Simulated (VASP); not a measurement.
An input for Ansatz (written as the equivalent of a VASP run, and not itself run):

Ansatz 0.2 input:
```yaml
crystal:
  lattice:
    - [0.0000000, 2.5920823, 2.5920823]
    - [2.5920823, 0.0000000, 2.5920823]
    - [2.5920823, 2.5920823, 0.0000000]
  atoms:
    - { symbol: Mg, position: [1.0000000, 0.0000000, 1.0000000] }
    - { symbol: Te, position: [0.5000000, 0.5000000, 0.5000000] }
kpoints:
  mp_grid: { grid: [9, 9, 9] }
hamiltonian:
  xc: pbesol
  pseudopotentials: { kind: paw }
scf:
  occupations: { method: gaussian, width: 0.05 }
  max_iter: 100
relax:
  max_steps: 40
  f_tol: 0.02
  cell: { p_target: 45 }
output: { forces: true, stress: true, eigenvalues: true }
```

Q: Translate this input to VASP (INCAR, KPOINTS, POSCAR, choice of POTCAR).

A: Several could match; the one computed here: 
### POSCAR
```
MgTe
1
   -0.0000000000     2.5920822829     2.5920822829
    2.5920822829    -0.0000000000     2.5920822829
    2.5920822829     2.5920822829    -0.0000000000
Mg Te
1 1
Direct
  1.0000000000   0.0000000000   1.0000000000
  0.5000000000   0.5000000000   0.5000000000
```

**INCAR**
```
SYSTEM = MgTe
PREC = Accurate
ENCUT = 500
EDIFF = 1E-6
NELM = 100
ALGO = Normal
LREAL = .FALSE.
LASPH = .TRUE.
ISMEAR = 0
SIGMA = 0.05
GGA = PS
LMAXMIX = 4
LWAVE = .FALSE.
LCHARG = .FALSE.
IBRION = 2
ISIF = 3
NSW = 40
EDIFFG = -0.02
PSTRESS = 450
```

### KPOINTS
```
Regular mesh
0
gamma
  9 9 9
0 0 0
```

POTCAR, in this order: Mg Te (PBE.64 set). Program: vasp_std.

Limits of the translation: each code has its own PAW files, so the cut-off isn't converted (ENCUT is set for VASP's; basis.ecutwfc is left out, and Ansatz then takes the one that its files recommend); Ansatz stops its SCF on the density residual and VASP on the energy change (EDIFF).

The structure was generated: MgTe was put into the rock salt type (Fm-3m), which need not be its known phase. It was relaxed first under an external pressure of 45 GPa.
